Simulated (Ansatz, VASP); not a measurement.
# Cross-check of KTaO3 between VASP and Ansatz

One calculation is typed for both programs; each brings its own data sets. How far apart do they land? The cell is taken from a series of runs on this material, whose earlier steps may have relaxed, scaled, displaced or heated it; both programs get it as it stands.

Method: plane waves, with VASP 6.6.1 beside it; relaxation of cell and atoms at LDA, in Ansatz 0.2.0.

## Step 1: Set-up

Symmetry: Pm-3m, No. 221, cubic system. The conventional cell has a = 3.952 Å, b = 3.952 Å, c = 3.952 Å, α = 90.00°, β = 90.00°, γ = 90.00°. Nearest to K lie 12 O at 2.79 Å. Nearest to Ta lie 6 O at 1.98 Å. Nearest to O lie 2 Ta at 1.98 Å and 4 K at 2.79 Å. Farther neighbours and most contacts between anions are not listed.

## Step 2: Ansatz: relaxation of cell and atoms, LDA

Ansatz runs on its default PAW (the set named soft_2) files.

The relaxed volume is the usual yardstick between codes: in a stiff, nearly cubic crystal its relative difference is about their pressure difference at one cell divided by the bulk modulus.

File input.yaml:

```yaml
crystal:
  lattice:
    - [3.9519792573, 0.0, 0.0]
    - [0.0, 3.9519792573, 0.0]
    - [0.0, 0.0, 3.9519792573]
  atoms:
    - { symbol: K, position: [0.5, 0.5, 0.5] }
    - { symbol: Ta, position: [0.0, 0.0, 0.0] }
    - { symbol: O, position: [0.5, 0.0, 0.0] }
    - { symbol: O, position: [0.0, 0.5, 0.0] }
    - { symbol: O, position: [0.0, 0.0, 0.5] }
kpoints:
  mp_grid: { grid: [9, 9, 9] }
hamiltonian:
  xc: lda
scf:
  occupations: { method: fixed }
output:
  forces: true
  stress: true
  eigenvalues: true
relax:
  adjacent_minimum: "off"
  f_tol: 0.001
  max_steps: 60
  cell: { stress_tol: 0.01 }
```

Launch:

```console
$ ansatz run input.yaml --threads 18 --pin off --max-ram 92160MiB --backend cuda --events-out ev --progress --plain --runs-dir out
```

Numbers of over 12 decimals in the logs are rounded to 6 here.

What it wrote:

```text
Engine: ansatz 0.2.0, aarch64-unknown-linux-gnu
Pseudopotentials: kind: paw
Pseudopotential: K, paw, valence charge 9, recommended cutoff 420 eV (normal), K.paw.azcp
Pseudopotential: Ta, paw, valence charge 13, recommended cutoff 420 eV (normal), Ta.paw.azcp
Pseudopotential: O, paw, valence charge 6, recommended cutoff 420 eV (normal), O.paw.azcp
Functional definition: SPW92
  exchange = slater_x
  correlation = pw_c
device memory: the entry about to start is reckoned to put 1.6 GiB on a device that reports 182.5 GiB free
GPU FFT provider: cuFFT
GPU libraries: cuBLAS 13.8.1, cuFFT 12.4.0, cuSOLVER 12.3.2
GPU matrix products: emulated (plane waves: as basis.precision tells), large ones in fixed point in workspaces of 1.00 GiB
Crystal: 5 atoms, lattice volume = 61.723 Å³
Basis set: ecut = 420 eV, 1213 PW (Γ)
Bands: 25, of which v1, the nominal top of the filled ones, is band 20 counted from 1 (19 counted from 0)
Symmetry: 48 space group operations
Space group: Pm-3m (ITA 221), of the structure as read, at distance tolerance 4.0e-5 Å
k-points: 35 of 729
Non-local potential: K, projectors of the file, l = 0: 3, l = 1: 2, l = 2: 2
Non-local potential: Ta, projectors of the file, l = 0: 3, l = 1: 2, l = 2: 2, l = 3: 1
Non-local potential: O, projectors of the file, l = 0: 2, l = 1: 2, l = 2: 1
PAW form: soft (Blöchl's): semilocal exchange-correlation on the pseudo side does not see the compensation charge
PAW frozen core: K, regenerated for the run's functional, and the local potential with it (the file was generated under x = pbe(κ = 0.804, μ = 0.219515), c = pbe(β = 0.066725))
PAW frozen core: Ta, regenerated for the run's functional, and the local potential with it (the file was generated under x = pbe(κ = 0.804, μ = 0.219515), c = pbe(β = 0.066725))
PAW frozen core: O, regenerated for the run's functional, and the local potential with it (the file was generated under x = pbe(κ = 0.804, μ = 0.219515), c = pbe(β = 0.066725))
PAW one-centre angular grid: K, 110 points (default); XC on 64 Gauss nodes
PAW one-centre angular grid: Ta, 590 points (default); XC on 64 Gauss nodes
PAW one-centre angular grid: O, 110 points (default); XC on 64 Gauss nodes
Initial density: superposition of atomic densities (neutral atoms: chi_scale 0, normalization atom), corrected by the library's trained network
Initial wavefunctions: pseudopotential atomic-orbital guess
GPU buffer pool allocated for 19683 grid points (all kernels)
GPU transforms: local potential and band sums: pruned to the plane-wave sphere, on 27×27×27
Functional: x = slater, c = lda
SCF iter   1: F=—  HF=-12851.078515 eV  |F-HF|=—  |Δ(HF+E_count)|=         —  Δρ=1.99e-2  dr2=2.28e-1  ethr=1.77e-3  ⟨swp⟩=4.7  Hψ=3743  notcnv=0  defer=88
preconditioner: auto → Resta (q_TF=auto, 2.538 Å⁻¹)  ε∞=4.9  [insulator: Δε(μ)=1.838 eV  Ē_g=13.134 eV  n_scr=18 (ndim 8)  ℏωp=25.9 eV  f_vac=0.011  ε∞_Penn≈4.9]
SCF iter   2: F=—  HF=-12851.028444 eV  |F-HF|=—  |Δ(HF+E_count)|=   5.01e-2  Δρ=6.63e-3  dr2=1.34e-2  ethr=5.70e-4  ⟨swp⟩=2.1  Hψ=1566  notcnv=0  defer=88
SCF iter   3: F=—  HF=-12851.024921 eV  |F-HF|=—  |Δ(HF+E_count)|=   3.52e-3  Δρ=2.56e-3  dr2=2.15e-3  ethr=3.35e-5  ⟨swp⟩=2.0  Hψ=1434  notcnv=0  defer=96
SCF iter   4: F=—  HF=-12851.024352 eV  |F-HF|=—  |Δ(HF+E_count)|=   5.69e-4  Δρ=3.32e-4  dr2=5.24e-5  ethr=5.39e-6  ⟨swp⟩=2.0  Hψ=1339  notcnv=0  defer=96
SCF iter   5: F=—  HF=-12851.024437 eV  |F-HF|=—  |Δ(HF+E_count)|=   8.50e-5  Δρ=4.88e-5  dr2=1.94e-6  ethr=1.31e-7  ⟨swp⟩=2.7  Hψ=1426  notcnv=0  defer=36
SCF iter   6: F=—  HF=-12851.024437 eV  |F-HF|=—  |Δ(HF+E_count)|=   1.30e-7  Δρ=1.25e-5  dr2=1.44e-7  ethr=4.85e-9  ⟨swp⟩=2.4  Hψ=1375  notcnv=0  defer=36
SCF iter   7: F=-12851.024437 eV  HF=-12851.024437 eV  |F-HF|=1.04e-10  |Δ(HF+E_count)|=   4.93e-9  Δρ=2.32e-6  dr2=2.62e-9  ethr=2.50e-10  ⟨swp⟩=9.4  Hψ=4139  notcnv=0
SCF 1 converged in 7 iterations: F = -12851.024437 eV  dr2 = 2.62e-9
  greatest PAW one-centre occupation: 1.000 electrons in one spin orbital (limit 2), on the Ta atom at site 1 (counted from 0), in its partial waves of l = 0
relax step   1: F+E_penalty+E_count = -12851.02443729 eV  Δ(F+E_penalty+E_count) = +0.000e0 eV  max|allowed force component| = 1.904e-25 eV/Å  Δτ_max = 0.0000 Å  P = -0.005 GPa  Ω = 61.723 Å³  (7 SCF iters, dr2 threshold 1.00e-7 eV, accepted)
device memory: the entry about to start is reckoned to put 1.6 GiB on a device that reports 182.5 GiB free
GPU FFT provider: cuFFT
GPU libraries: cuBLAS 13.8.1, cuFFT 12.4.0, cuSOLVER 12.3.2
GPU matrix products: emulated (plane waves: as basis.precision tells), large ones in fixed point in workspaces of 1.00 GiB
Initial density: handed on by an earlier stage of this run
Initial wavefunctions: pseudopotential atomic-orbital guess (no wavefunctions were taken with the density)
GPU buffer pool allocated for 19683 grid points (all kernels)
GPU transforms: local potential and band sums: pruned to the plane-wave sphere, on 27×27×27
iter 1 solved again at ethr=5.73e-9 eV; its pass at ethr=3.10e-3 eV (dr2=2.29e-6 eV) is discarded
SCF iter   1: F=—  HF=-12851.024437 eV  |F-HF|=—  |Δ(HF+E_count)|=         —  Δρ=2.44e-6  dr2=2.80e-9  ethr=5.73e-9  ⟨swp⟩=3.7  Hψ=6448  notcnv=0  defer=97
preconditioner: auto → Resta (q_TF=auto, 2.538 Å⁻¹)  ε∞=4.8  [insulator: Δε(μ)=2.167 eV  Ē_g=13.289 eV  n_scr=18 (ndim 8)  ℏωp=25.9 eV  f_vac=0.007  ε∞_Penn≈4.8]
SCF iter   2: F=—  HF=-12851.024437 eV  |F-HF|=—  |Δ(HF+E_count)|=  2.33e-10  Δρ=1.52e-6  dr2=1.32e-9  ethr=7.01e-12  ⟨swp⟩=3.0  Hψ=1329  notcnv=0  defer=97
SCF iter   3: F=—  HF=-12851.024437 eV  |F-HF|=—  |Δ(HF+E_count)|=  1.22e-10  Δρ=1.09e-6  dr2=6.63e-10  ethr=3.31e-12  ⟨swp⟩=2.0  Hψ=1335  notcnv=0  defer=97
SCF iter   4: F=—  HF=-12851.024437 eV  |F-HF|=—  |Δ(HF+E_count)|=  1.18e-10  Δρ=2.34e-7  dr2=3.15e-11  ethr=1.66e-12  ⟨swp⟩=2.0  Hψ=1135  notcnv=0  defer=97
SCF iter   5: F=—  HF=-12851.024437 eV  |F-HF|=—  |Δ(HF+E_count)|=  1.27e-11  Δρ=8.00e-8  dr2=2.76e-12  ethr=1.00e-12  ⟨swp⟩=1.0  Hψ=840  notcnv=0  defer=97
SCF iter   6: F=-12851.024437 eV  HF=-12851.024437 eV  |F-HF|=3.64e-12  |Δ(HF+E_count)|=    0.00e0  Δρ=1.65e-8  dr2=1.25e-13  ethr=1.00e-12  ⟨swp⟩=10.5  Hψ=4729  notcnv=0
SCF 2 converged in 6 iterations: F = -12851.024437 eV  dr2 = 1.25e-13
relax step   2: F+E_penalty+E_count = -12851.02443729 eV  Δ(F+E_penalty+E_count) = -1.291e-10 eV  max|allowed force component| = 5.806e-29 eV/Å  Δτ_max = 0.0000 Å  P = -0.005 GPa  Ω = 61.723 Å³  stress off target by 5.43e-3 GPa  SCF on the basis re-selected at this cell (its energy is not comparable with the rows above)  (6 SCF iters)
basis re-selected at this cell: Δ(F+E_penalty+E_count) = -1.291e-10 eV, ΔP = -0.000 GPa vs the last step (what re-selecting the basis moved, of the pressure what is left beyond the Pulay correction that the steps carried, after the strain that the cell walked since its last selection, with what the two solves' SCF thresholds leave and, on support functions, any second-order correction that the steps lacked; it is no  [...]
SCF converged after 6 iterations
Free energy (F): -12851.024437 eV
Harris-Foulkes:  -12851.024437 eV  (|F-HF|=3.64e-12)
Internal energy: -12851.024437 eV  (E = F + TS)
E sigma→0 (E₀):  -12851.024437 eV
Fermi energy:    8.741559 eV
--- Per-component energies (eV) ---
  E_band       = -248.571992
  E_kinetic    = 1143.947543
  E_local      = -2194.154188  (includes V_loc(G=0)·N_el)
  E_nonlocal   = 185.310332
  E_hartree    = 762.314303
  E_xc         = -568.278803
  E_vxc        = -648.541519  (∫ρ·V_xc dr)
  E_paw        = -9333.711329  (= ΣΔE_a)
  E_vpaw       = -259.770240  (= ΣTr[D̂ρ^β])
  E_aug_tail   = 0.007475  (compensation charges beyond the density's cutoff)
  E_ewald      = -2847.266938
  E_core_change = 0.807167  (= ΣΔE_core)
  E_smearing   = -0.000000  (= −TS)
  E_closure    = 0.000000  (closes the sum)
  Σ components = -12851.024437   (vs F -12851.024437, Δ=0.00e0)
--- Forces (eV/Å), atoms counted from 1 ---
  atom   1  K      0.00000000    -0.00000000     0.00000000
  atom   2  Ta    -0.00000000    -0.00000000     0.00000000
  atom   3  O      0.00000000    -0.00000000     0.00000000
  atom   4  O      0.00000000    -0.00000000     0.00000000
  atom   5  O      0.00000000    -0.00000000    -0.00000000
  max |Σ_I F_I| component: 2.57e-28 eV/Å
--- Stress (GPa, compression-positive) ---
       -0.005430       0.000000       0.000000
        0.000000      -0.005430       0.000000
        0.000000       0.000000      -0.005430
  P = ⅓ Tr σ = -0.0054 GPa (-0.054 kbar)
--- Band table (eV; the first three rows and the last of 35) ---
  k-point 0: bands = [... 16 lower, 7.6684, 8.1803, 8.1803, 8.1803, 10.9086, 10.9086, 10.9086, 15.3758, ... 1 higher]
  k-point 1: bands = [... 16 lower, 7.6033, 7.7872, 8.1055, 8.1055, 10.9285, 11.3263, 11.3263, 15.6063, ... 1 higher]
  k-point 2: bands = [... 16 lower, 7.1751, 7.4461, 8.0246, 8.0246, 10.9798, 12.2418, 12.2418, 15.9409, ... 1 higher]
  k-point 34: bands = [... 16 lower, 4.8018, 8.7066, 8.7066, 8.7416, 15.2726, 15.3224, 15.3224, 17.7458, ... 1 higher]
--- Relaxed structure (1 steps of the walk, 1 accepted, 1 SCFs on fresh bases) ---
  F+E_penalty+E_count = -12851.02443729 eV   max|allowed force component| = 5.806e-29 eV/Å   (the final SCF, on the basis selected at the relaxed cell)
  cell:  # Å, volume = 61.7226 Å³
    - [3.9519792573, 0.0, 0.0]
    - [0.0, 3.9519792573, 0.0]
    - [0.0, 0.0, 3.9519792573]
  atoms:
    - { symbol: K, position: [0.5, 0.5, 0.5] }
    - { symbol: Ta, position: [0.0, 0.0, 0.0] }
    - { symbol: O, position: [0.5, 0.0, 0.0] }
    - { symbol: O, position: [0.0, 0.5, 0.0] }
    - { symbol: O, position: [0.0, 0.0, 0.5] }
```

(Part 1 of 2 ends here.)

[Lines on the potential files, build, host, timing and source positions are cut from VASP's logs without a mark.]

[Logs are printed without paths, hosts, clocks, repeated set-up lines and the standing remarks that a program may print on its own settings, such as how far it seeks lower states.]

[Hosts, paths, dates, database ids (printed as entryN), source tags and the programs' standing remarks are cut or masked in the printed files.]
